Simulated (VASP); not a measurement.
VASP input:

**INCAR**
```
ALGO=Normal
EDIFF=1E-6
EDIFFG=-0.01
ENCUT=520
IBRION=2
ISIF=3
ISMEAR=0
LASPH=T
LCHARG=F
LMAXMIX=4
LREAL=F
LWAVE=F
NELM=100
NSW=60
PREC=Accurate
SIGMA=0.05
SYSTEM=SnTe
```

### KPOINTS
```
Automatic mesh
0
Gamma
7 7 7
0 0 0
```

File POSCAR:
```
SnTe
1
    0.0000000000     3.1600000000     3.1600000000
    3.1600000000     0.0000000000     3.1600000000
    3.1600000000     3.1600000000     0.0000000000
Sn Te
1 1
Direct
  0.0000000000   0.0000000000   0.0000000000
  0.5000000000   0.5000000000   0.5000000000
```

POTCAR, in this order: Sn_d Te (LDA.64 set). Program: vasp_std.

Question: Translate this LDA calculation to Quantum ESPRESSO's pw.x.

Answer: One equivalent input (not run):
```
&CONTROL
  calculation = 'vc-relax'
  pseudo_dir = './pseudo'
  outdir = './out'
  tprnfor = .true.
  tstress = .true.
  nstep = 60
  forc_conv_thr = 0.00039
/
&SYSTEM
  ibrav = 0
  nat = 2
  ntyp = 2
  ecutwfc = 82.3
  occupations = 'smearing'
  smearing = 'gaussian'
  degauss = 0.003675
  input_dft = 'pz'
/
&ELECTRONS
  conv_thr = 7.3e-08
  electron_maxstep = 100
/
&IONS
/
&CELL
/
ATOMIC_SPECIES
  Sn 118.710 Sn.upf
  Te 127.600 Te.upf
CELL_PARAMETERS angstrom
     0.0000000    3.1600000    3.1600000
     3.1600000    0.0000000    3.1600000
     3.1600000    3.1600000    0.0000000
ATOMIC_POSITIONS crystal
  Sn   0.0000000  0.0000000  0.0000000
  Te   0.5000000  0.5000000  0.5000000
K_POINTS automatic
  7 7 7 0 0 0
```
The two are equivalent in intent, not identical: the potentials are each code's own (VASP's PAW set, PseudoDojo norm-conserving files in pw.x), so ENCUT and ecutwfc are chosen apart and not converted; conv_thr bounds pw.x's estimated SCF error, while EDIFF bounds the energy change between steps; forc_conv_thr acts on force components and is met together with etot_conv_thr.

The compound is SnTe in the rock salt structure, which distorts at low temperature. This run relaxes it. Symmetry was kept, so distortions that lower it aren't found.
